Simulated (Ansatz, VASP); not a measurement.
# Two plane-wave programs on As2Se

```
As Se
1.0
    -3.52942    3.52942    2.65357
     3.52942   -3.52942    2.65357
     3.52942    3.52942   -2.65357
As Se
4 2
Cartesian
  0.0000 5.2941 0.6634
  0.0000 1.7647 0.6634
  1.7647 3.5294 1.9902
  -1.7647 3.5294 1.9902
  0.0000 0.0000 2.6536
  3.5294 0.0000 1.3268
```

Alike in both runs: task single point; functional PBEsol; k mesh 8 × 8 × 8; occupations methfessel-paxton of order 1, width 0.02 eV; no spin polarisation.

|  | VASP | Ansatz |
| --- | --- | --- |
| version | VASP 6.6.1 | Ansatz 0.2.0 |
| potentials or method | VASP PAW PBE potentials, release 64 (As, Se) | scalar-relativistic, plane waves, PAW |
| plane-wave cutoff (eV) | 520 | 420 |
| valence electrons in the cell | 32 | 92 |

Ansatz gave:

- gap on the k mesh at the Fermi level (eV): none
- pressure (GPa): -3.5
- largest component of the traceless stress (GPa): 0.63

Which values does VASP return?

gap on the k mesh at the Fermi level (eV): none; pressure (GPa): -3.3; largest component of the traceless stress (GPa): 0.59.

A gap of «none» marks a metal or a gap that the smearing closes. The two sets of potentials don't hold the same shells in valence.

Caveats: the PAW data sets were made with another functional, which shifts forces and pressure a little (VASP).
